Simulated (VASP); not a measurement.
Data:

```
C62Si
1.0
    7.14656     0.00000     0.00000
    0.00000     7.14656     0.00000
    0.00000     0.00000     7.14656
C Si
62 1
Direct
  0.50000   0.00000   0.00000
  0.61810   0.12233   0.13141
  0.75018   0.24745   0.00055
  0.87109   0.37930   0.12279
  0.75055   0.99307   0.25243
  0.87094   0.13106   0.37324
  0.00000   0.00000   0.00000
  0.12500   0.12500   0.12500
  0.25000   0.25000   0.00000
  0.37720   0.37054   0.12251
  0.50543   0.49416   0.00346
  0.61886   0.62825   0.12840
  0.75000   0.75000   0.00000
  0.87500   0.87500   0.12500
  0.25000   0.00000   0.25000
  0.38199   0.12203   0.37446
  0.50330   0.25622   0.24545
  0.74597   0.49485   0.24592
  0.88195   0.62145   0.36953
  0.50003   0.99939   0.50329
  0.62670   0.12670   0.62010
  0.75054   0.24468   0.49514
  0.87430   0.37401   0.62828
  0.75000   0.00000   0.75000
  0.87500   0.12500   0.87500
  0.00000   0.50000   0.00000
  0.12500   0.62500   0.12500
  0.25000   0.75000   0.00000
  0.37500   0.87500   0.12500
  0.00000   0.25000   0.25000
  0.12500   0.37500   0.37500
  0.24796   0.49915   0.25386
  0.37680   0.61937   0.37712
  0.50657   0.74631   0.24850
  0.62500   0.87500   0.37500
  0.00000   0.00000   0.50000
  0.12500   0.12500   0.62500
  0.25597   0.24723   0.49964
  0.37837   0.37711   0.62174
  0.61906   0.62088   0.63044
  0.74878   0.74586   0.49785
  0.87500   0.87500   0.62500
  0.25000   0.00000   0.75000
  0.37500   0.12500   0.87500
  0.49964   0.24513   0.75073
  0.62500   0.37500   0.87500
  0.75642   0.49573   0.75023
  0.87500   0.62500   0.87500
  0.00000   0.75000   0.25000
  0.12500   0.87500   0.37500
  0.00000   0.50000   0.50000
  0.12500   0.62500   0.62500
  0.25000   0.75000   0.50000
  0.37500   0.87500   0.62500
  0.00000   0.25000   0.75000
  0.12500   0.37500   0.87500
  0.25000   0.50000   0.75000
  0.37500   0.62500   0.87500
  0.50000   0.75000   0.75000
  0.62500   0.87500   0.87500
  0.00000   0.75000   0.75000
  0.12500   0.87500   0.87500
  0.49845   0.50568   0.50324
```
Cell charge +1.

The numbers are results of PBE GGA, VASP's PBE PAW potentials (set 64) (plane waves; VASP), not measurements. Run with PREC = Normal, LREAL = Auto, ISYM = 0, NELECT = 251.0, EDIFF = 1E-5, 400 eV cut-off, 1×1×1 Γ-centred mesh, Gaussian smearing of 0.050 eV, potentials C Si. Starting moments (MAGMOM): 63*0.0159. The cell's moment is fixed (NUPDOWN = 1).

The cell is charged, with a uniform compensating background. The supercell is sampled at Γ alone, which is coarse: total energies, pressure and levels can be off, energies of defects by several tenths of an eV.

Task: The ions are relaxed. What does this cell relax into?

Result: 
```
C62Si
1.0
    7.14656     0.00000     0.00000
    0.00000     7.14656     0.00000
    0.00000     0.00000     7.14656
C Si
62 1
Direct
  0.49893   0.00033   0.00012
  0.62090   0.12968   0.13080
  0.74734   0.25232   0.00361
  0.86933   0.37782   0.13093
  0.74716   0.00361   0.25308
  0.86944   0.12973   0.37940
  0.99898   0.00109   0.00125
  0.12114   0.12604   0.12736
  0.24678   0.24886   0.99889
  0.36914   0.37465   0.12303
  0.49953   0.50017   0.99941
  0.62399   0.62924   0.12381
  0.75161   0.75333   0.99908
  0.87292   0.87810   0.12741
  0.24723   0.99901   0.24916
  0.36965   0.12246   0.37623
  0.48492   0.24873   0.24768
  0.75394   0.51541   0.24613
  0.87638   0.62917   0.37627
  0.49961   0.99947   0.50065
  0.62408   0.12237   0.63070
  0.75227   0.24885   0.51527
  0.87720   0.37468   0.63118
  0.75104   0.99900   0.75297
  0.87294   0.12604   0.87914
  0.00036   0.50187   0.99984
  0.12216   0.62677   0.12362
  0.25051   0.74968   0.99785
  0.37244   0.87666   0.12405
  0.99660   0.25237   0.25292
  0.12273   0.37552   0.37630
  0.24625   0.50101   0.24579
  0.37121   0.62671   0.36160
  0.49941   0.75329   0.24623
  0.62383   0.87614   0.37639
  0.00003   0.00037   0.50117
  0.12236   0.12245   0.62834
  0.24718   0.24652   0.50069
  0.36962   0.36017   0.63082
  0.63864   0.62688   0.62937
  0.75389   0.75319   0.50077
  0.87625   0.87663   0.62786
  0.25049   0.99758   0.74965
  0.37184   0.12236   0.87796
  0.49946   0.24640   0.75318
  0.62397   0.37548   0.87761
  0.75439   0.50101   0.75401
  0.87672   0.62683   0.87814
  0.00112   0.75326   0.24861
  0.12346   0.87525   0.37582
  0.00077   0.50017   0.50072
  0.12692   0.62324   0.62405
  0.25409   0.74585   0.49754
  0.37633   0.87194   0.62393
  0.00131   0.24891   0.75338
  0.12312   0.37376   0.87717
  0.25424   0.49778   0.74599
  0.37618   0.62325   0.87335
  0.50266   0.74589   0.74620
  0.62452   0.87533   0.87689
  0.00238   0.74967   0.74969
  0.12442   0.87468   0.87582
  0.56181   0.43793   0.43838
```
Cell charge +1. The cell ends with 1.00 μB, on the first 30 sites 0.01 0.00 0.00 0.00 0.01 0.00 0.00 0.00 0.01 0.01 0.00 0.00 0.00 0.00 0.01 0.01 0.09 0.01 0.00 0.00 0.01 0.09 0.01 0.01 0.00 0.01 0.01 0.00 0.01 0.00 μB.

Task: How much energy does the relaxation gain?

Result: The energy (σ→0) changes by -150.6 meV/atom, in 21 ionic steps.

The cell is a supercell with a defect, built from C (diamond): Si_C-vac_C, charge +1.
